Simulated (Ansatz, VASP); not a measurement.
# Cross-check of CsPbBr3 between VASP and Ansatz, part 2 of 2

One calculation is typed for both programs; each brings its own data sets and cutoff. How far apart do they land? The cell is a member of a volume series, scaled by 0.985 from a relaxed one, so a pressure remains.

VASP 6.6.1 and Ansatz 0.2.0.

So far. Step 2 (Ansatz: single point, PBEsol, volume scaled by 0.985): The run ends at a pressure of 0.34 GPa.

### Step 6. VASP: single point, PBEsol, volume scaled by 0.97

Level of this step: PBEsol; plane waves and PAW (Pb_d, Cs_sv, Br) (VASP).

A single point gives forces, pressure and levels at one fixed geometry, so differences don't come from the geometry; what else differs is listed under the comparison. The cell compared in this pair holds 197.39 Å³, against 200.44 Å³ for the pair before.

The input asks for a relaxation, which ended at its first step since no free force or stress exceeded the threshold; so it serves as a single point.

INCAR reads:

```
SYSTEM = CsPbBr3
PREC = Accurate
ENCUT = 500
EDIFF = 1E-07
NELM = 100
ISMEAR = 0
SIGMA = 0.03
LREAL = .FALSE.
ALGO = Normal
GGA = PS
NBANDS = 28
LORBIT = 11
LWAVE = .FALSE.
LCHARG = .FALSE.
KPAR = 8
IBRION = 2
NSW = 50
ISIF = 4
EDIFFG = -0.002
```

POSCAR reads:

```
CsPbBr3
1.0
    5.8224894444      0.0000000000      0.0000000000
    0.0000000000      5.8224894444      0.0000000000
    0.0000000000      0.0000000000      5.8224894444
Pb Cs Br
1 1 3
Direct
    0.5000000000      0.5000000000      0.5000000000
    0.0000000000      0.0000000000      0.0000000000
    0.5000000000      0.5000000000      0.0000000000
    0.5000000000      0.0000000000      0.5000000000
    0.0000000000      0.5000000000      0.5000000000
```

KPOINTS reads:

```
Automatic mesh
0
Gamma
4 4 4
0 0 0
```

The projector-augmented-wave data sets are Pb_d, Cs_sv and Br (PBE family, release 64).

Run with:

```console
$ mpirun -np 8 vasp_std
```

Numbers of over 12 decimals in the logs are rounded to 6 here.

The program printed:

```text
[banner, memory and clock lines left out]
running    8 mpi-ranks, on    1 nodes
[...]
[... a notice as in an earlier step ...]

 [... a notice as in an earlier step ...]

 LDA part: xc-table for (Slater+PW92), standard interpolation
 POSCAR, INCAR and KPOINTS ok, starting setup
[...]
entering main loop
       N       E                     dE             d eps       ncg     rms          rms(c)
DAV:   1     0.396702368658E+03    0.39670E+03   -0.18536E+04   560   0.136E+03
DAV:   2     0.318207217669E+02   -0.36488E+03   -0.35270E+03   660   0.314E+02
DAV:   3    -0.156541031123E+02   -0.47475E+02   -0.47062E+02   712   0.123E+02
DAV:   4    -0.171989380348E+02   -0.15448E+01   -0.15411E+01   704   0.276E+01
[...]
DAV:  13    -0.167599574360E+02    0.39950E-06   -0.30612E-06   744   0.152E-02    0.351E-03
DAV:  14    -0.167599577245E+02   -0.28851E-06   -0.11284E-06   812   0.874E-03    0.209E-03
DAV:  15    -0.167599576713E+02    0.53201E-07   -0.12331E-07   460   0.338E-03
   1 F= -.16759958E+02 E0= -.16759958E+02  d E =-.167600E+02
[...]
reached required accuracy - stopping structural energy minimisation
```

From OUTCAR (step 6):

```text
  Total        0.8657991      0.8657991      0.8657991     -0.0000000     -0.0000000      0.0000000
  in kB        7.0275120      7.0275120      7.0275120     -0.0000000     -0.0000000      0.0000000
  external PRESSURE =       7.0275120 kB  Pullay stress =       0.0000000 kB

 POSITION                                       TOTAL-FORCE (eV/Angst)
 -----------------------------------------------------------------------------------
      2.91124      2.91124      2.91124         0.000000      0.000000      0.000000
      0.00000      0.00000      0.00000         0.000000      0.000000      0.000000
      2.91124      2.91124      0.00000         0.000000      0.000000      0.000000
      2.91124      0.00000      2.91124         0.000000      0.000000      0.000000
      0.00000      2.91124      2.91124         0.000000      0.000000      0.000000
 -----------------------------------------------------------------------------------
    total drift:                                0.000000     -0.000000     -0.000000

  FREE ENERGIE OF THE ION-ELECTRON SYSTEM (eV)
  ---------------------------------------------------
  free  energy   TOTEN  =       -16.7599576713 eV

  energy  without entropy=      -16.7599576713  energy(sigma->0) =      -16.75995767

[... 2 parts as in an earlier step ...]

[... 2 further parts left out ...]
[key lines of the parts left out:]
E-fermi :   1.6541
```

### Step 7. Ansatz: single point, PBEsol, volume scaled by 0.97

The same cell, functional, mesh and smearing now go to Ansatz, which takes its cutoff from its data sets.

The cell is a member of a volume series, scaled by 0.97 from a relaxed one, so a pressure remains.

input.yaml reads:

```yaml
crystal:
  lattice:
    - [5.82248944, 0.0, 0.0]
    - [0.0, 5.82248944, 0.0]
    - [0.0, 0.0, 5.82248944]
  atoms:
    - { symbol: Pb, position: [0.5, 0.5, 0.5] }
    - { symbol: Cs, position: [0.0, 0.0, 0.0] }
    - { symbol: Br, position: [0.5, 0.5, 0.0] }
    - { symbol: Br, position: [0.5, 0.0, 0.5] }
    - { symbol: Br, position: [0.0, 0.5, 0.5] }
hamiltonian:
  xc: pbesol
  pseudopotentials: { kind: paw }
kpoints:
  mp_grid: { grid: [4, 4, 4] }
scf:
  occupations: { method: gaussian, width: 0.03 }
  n_extra_bands: 5
output:
  forces: true
  stress: true
  eigenvalues: true
```

Run with:

```console
$ ansatz run input.yaml --threads 2 --pin off --max-ram 4608MiB --backend cpu --events-out ev --progress --plain --runs-dir out
```

The program printed:

```text
[...]
Crystal: 5 atoms, lattice volume = 197.390 Å³
Basis set: ecut = 420 eV, 3887 PW (Γ), exchange–correlation on 80×80×80 points (8 copies of the dense FFT grid, shifted against one another)
Bands: 27, of which v1, the nominal top of the filled ones, is band 22 counted from 1 (21 counted from 0)
Symmetry: 48 space group operations
[...]
k-points: 10 of 64
[...]
k-point 0: bands = [... 18 lower, 1.7218, 1.8552, 1.8552, 1.8552, 6.8204, 7.9160, 7.9160, 8.6684, ... 1 higher]
  k-point 1: bands = [... 18 lower, 1.6507, 1.7893, 1.7893, 1.8907, 7.4213, 8.2454, 8.3778, 8.3858, ... 1 higher]
  k-point 2: bands = [... 18 lower, 1.5786, 1.7340, 1.7340, 2.5444, 6.5090, 8.3251, 8.8986, 9.0005, ... 1 higher]
  k-point 9: bands = [... 18 lower, 2.2425, 2.2425, 2.2425, 4.0779, 5.3918, 5.3918, 5.3918, 8.3293, ... 1 higher]
[key lines of the parts left out:]
SCF converged after 6 iterations
Free energy (F): -25556.429472 eV
Fermi energy:    4.734479 eV
P = ⅓ Tr σ = 0.7043 GPa (7.043 kbar)
```

The job ended after 4.3 s (2 threads of Arm Neoverse N1, shared host; peak memory 0.42 GiB).

The run ends at a pressure of 0.70 GPa.

### Step 8. Comparison

Both answers:

```
              quantity  Ansatz   VASP  difference
        pressure (GPa)    0.70   0.70        0.00
gap on the k mesh (eV)   1.314  1.317      -0.003
```

A gap on the mesh is an upper bound, since the band edges may lie between its points; neither run holds spin-orbit coupling, which can move the band edges of a compound of Pb. Ansatz's pressure holds a Pulay correction of 0.01 GPa; VASP's holds none.

### Step 9. Further runs

Further runs change the set-up of one program: Ansatz's method, potentials or start, or VASP's data sets, cutoff or form of LDA. The table gives Ansatz less VASP for each quantity, since a change that brings one quantity closer may part another.

```csv
run,pressure (GPa),gap on the k mesh (eV)
as above,0.0015,-0.0033
Ansatz's all-electron LAPW method,0.0045,-0.0044
```

### Step 10. Ansatz: single point, r2SCAN, volume scaled by 0.985

With cell and atoms fixed, the geometry can't cause a difference; cores, projectors, grids and the points listed under the comparison can. The cell compared in this pair holds 206.90 Å³, against 197.39 Å³ for the pair before.

The cell is a member of a volume series, scaled by 0.985 from a relaxed one, so a pressure remains.

input.yaml, the sections that differ from step 7:

```yaml
crystal:
  lattice:
    - [5.91457542, 0.0, 0.0]
    - [0.0, 5.91457542, 0.0]
    - [0.0, 0.0, 5.91457542]
  atoms:
    - { symbol: Pb, position: [0.5, 0.5, 0.5] }
    - { symbol: Cs, position: [0.0, 0.0, 0.0] }
    - { symbol: Br, position: [0.5, 0.5, 0.0] }
    - { symbol: Br, position: [0.5, 0.0, 0.5] }
    - { symbol: Br, position: [0.0, 0.5, 0.5] }
hamiltonian:
  xc: r2scan
  pseudopotentials: { kind: paw }
# kpoints, scf, output: as in step 7
```

The program printed:

```text
[...]
Crystal: 5 atoms, lattice volume = 206.905 Å³
Basis set: ecut = 500 eV, 5257 PW (Γ), exchange–correlation on 180×180×180 points (64 copies of the dense FFT grid, shifted against one another)
Bands: 27, of which v1, the nominal top of the filled ones, is band 22 counted from 1 (21 counted from 0)
Symmetry: 48 space group operations
[...]
k-points: 10 of 64
[...]
k-point 0: bands = [... 18 lower, 1.0975, 1.2088, 1.2088, 1.2088, 6.8676, 7.8781, 7.8781, 8.7033, ... 1 higher]
  k-point 1: bands = [... 18 lower, 1.0371, 1.1533, 1.1533, 1.2486, 7.4142, 8.0000, 8.2641, 8.3188, ... 1 higher]
  k-point 2: bands = [... 18 lower, 0.9791, 1.1096, 1.1096, 1.8310, 6.2713, 8.2845, 8.8497, 8.8888, ... 1 higher]
  k-point 9: bands = [... 18 lower, 1.5757, 1.5757, 1.5757, 3.2867, 5.2727, 5.2727, 5.2727, 8.4388, ... 1 higher]
[key lines of the parts left out:]
SCF converged after 6 iterations
Free energy (F): -25992.732360 eV
Fermi energy:    4.279411 eV
P = ⅓ Tr σ = 0.3351 GPa (3.351 kbar)
```

Run time: 9.8 s. Hardware: 2 threads; peak memory 0.84 GiB; 19 s of CPU time.

The run ends at a pressure of 0.34 GPa.

### Step 11. VASP: single point, r2SCAN, volume scaled by 0.985

The same cell, functional, mesh and smearing now go to VASP, with its own data sets and cutoff.

The input asks for a relaxation, which ended at its first step since no free force or stress exceeded the threshold; so it serves as a single point.

INCAR reads:

```
SYSTEM = CsPbBr3
PREC = Accurate
ENCUT = 500
EDIFF = 1E-06
NELM = 100
ISMEAR = 0
SIGMA = 0.03
LREAL = .FALSE.
ALGO = Normal
METAGGA = R2SCAN
LASPH = .TRUE.
NBANDS = 28
LORBIT = 11
LWAVE = .FALSE.
LCHARG = .FALSE.
KPAR = 8
IBRION = 2
NSW = 30
ISIF = 4
EDIFFG = -0.01
```

Edit POSCAR of step 6 so:

```diff
@@ -2,5 +2,5 @@
 1.0
-    5.8224894444      0.0000000000      0.0000000000
-    0.0000000000      5.8224894444      0.0000000000
-    0.0000000000      0.0000000000      5.8224894444
+    5.9145754219      0.0000000000      0.0000000000
+    0.0000000000      5.9145754219      0.0000000000
+    0.0000000000      0.0000000000      5.9145754219
 Pb Cs Br
```

KPOINTS is that of step 6.

Run with:

```console
$ mpirun -np 8 vasp_std
```

The program printed:

```text
[banner, memory and clock lines left out]
running    8 mpi-ranks, on    1 nodes
[...]
[... a notice as in an earlier step ...]

 [... a notice as in an earlier step ...]

 LDA part: xc-table for (None), standard interpolation
 POSCAR, INCAR and KPOINTS ok, starting setup
[...]
entering main loop
       N       E                     dE             d eps       ncg     rms          rms(c)
DAV:   1     0.279086141495E+03    0.27909E+03   -0.18690E+04   560   0.137E+03
DAV:   2    -0.921158475547E+02   -0.37120E+03   -0.35898E+03   680   0.317E+02
DAV:   3    -0.136920573471E+03   -0.44805E+02   -0.44552E+02   696   0.119E+02
DAV:   4    -0.138528455711E+03   -0.16079E+01   -0.16033E+01   684   0.292E+01
[...]
DAV:  12    -0.128454075405E+03    0.18339E-04   -0.71447E-05   664   0.870E-02    0.112E-02
DAV:  13    -0.128454076714E+03   -0.13094E-05   -0.17233E-05   684   0.332E-02    0.230E-03
DAV:  14    -0.128454076649E+03    0.65221E-07   -0.42988E-07   436   0.467E-03
   1 F= -.12845408E+03 E0= -.12845408E+03  d E =-.128454E+03
[...]
reached required accuracy - stopping structural energy minimisation
```

OUTCAR, selected parts (step 11):

```text
  Total        0.4276848      0.4276848      0.4276848     -0.0000000     -0.0000000     -0.0000000
  in kB        3.3117966      3.3117966      3.3117966     -0.0000000     -0.0000000     -0.0000000
  external PRESSURE =       3.3117966 kB  Pullay stress =       0.0000000 kB

 POSITION                                       TOTAL-FORCE (eV/Angst)
 -----------------------------------------------------------------------------------
      2.95729      2.95729      2.95729         0.000000      0.000000      0.000000
      0.00000      0.00000      0.00000         0.000000      0.000000      0.000000
      2.95729      2.95729      0.00000         0.000000      0.000000      0.000000
      2.95729      0.00000      2.95729         0.000000      0.000000      0.000000
      0.00000      2.95729      2.95729         0.000000      0.000000      0.000000
 -----------------------------------------------------------------------------------
    total drift:                                0.000000     -0.000000     -0.000000

  FREE ENERGIE OF THE ION-ELECTRON SYSTEM (eV)
  ---------------------------------------------------
  free  energy   TOTEN  =      -128.4540766490 eV

  energy  without entropy=     -128.4540766490  energy(sigma->0) =     -128.45407665

[... 2 parts as in an earlier step ...]

[... 2 further parts left out ...]
[key lines of the parts left out:]
E-fermi :   0.9525
```

### Step 12. Comparison

What differs besides the data sets and the points named for the pairs above, as far as they apply: VASP keeps PBE cores, Ansatz makes them for the functional. Total energies have different zeros and are not compared.

The two programs side by side:

| quantity | Ansatz | VASP | difference |
| --- | --- | --- | --- |
| pressure (GPa) | 0.34 | 0.33 | 0.00 |
| gap on the k mesh (eV) | 1.986 | 1.998 | -0.012 |

A gap on the mesh is an upper bound, since the band edges may lie between its points; neither run holds spin-orbit coupling, which can move the band edges of a compound of Pb. Ansatz's pressure holds a Pulay correction of 0.01 GPa; VASP's holds none.

### Step 13. What the set-up changes

Further runs change the set-up of one program: Ansatz's method, potentials or start, or VASP's data sets, cutoff or form of LDA. The table gives Ansatz less VASP for each quantity, since a change that brings one quantity closer may part another.

```csv
run,pressure (GPa),gap on the k mesh (eV)
as above,0.0040,-0.012
Ansatz's all-electron LAPW method,0.0019,-0.0082
```

### Step 14. Outcome

```
difference in gap on the k mesh (single point, PBEsol, volume scaled by 0.985) : -0.0035 eV
difference in gap on the k mesh (single point, PBEsol, volume scaled by 0.97)  : -0.0033 eV
difference in gap on the k mesh (single point, r2SCAN, volume scaled by 0.985) : -0.012 eV
```

**Reading.** The difference in gap on the k mesh is -0.012 eV (single point, r2SCAN, volume scaled by 0.985), within the 0.08 eV picked in this series as the mark of a large difference. Single point, PBEsol, volume scaled by 0.985, Ansatz's all-electron LAPW method: the difference in pressure goes from 0.0043 to 0.0074 GPa; the difference in gap on the k mesh goes from -0.0035 to -0.0047 eV. Single point, PBEsol, volume scaled by 0.97, Ansatz's all-electron LAPW method: the difference in pressure goes from 0.0015 to 0.0045 GPa; the difference in gap on the k mesh goes from -0.0033 to -0.0044 eV. Single point, r2SCAN, volume scaled by 0.985, Ansatz's all-electron LAPW method: the difference in pressure goes from 0.0040 to 0.0019 GPa; the difference in gap on the k mesh goes from -0.012 to -0.0082 eV. 2 further runs of this series are not shown here. How closely two codes agree says nothing of how well the functional describes the real material.

[Lines on the potential files, build, host, timing and source positions are cut from VASP's logs without a mark.]

[Logs are printed without paths, hosts, clocks, repeated set-up lines and the standing remarks that a program may print on its own settings, such as how far it seeks lower states.]

[Hosts, paths, dates, database ids (printed as entryN), source tags and the programs' standing remarks are cut or masked in the printed files.]
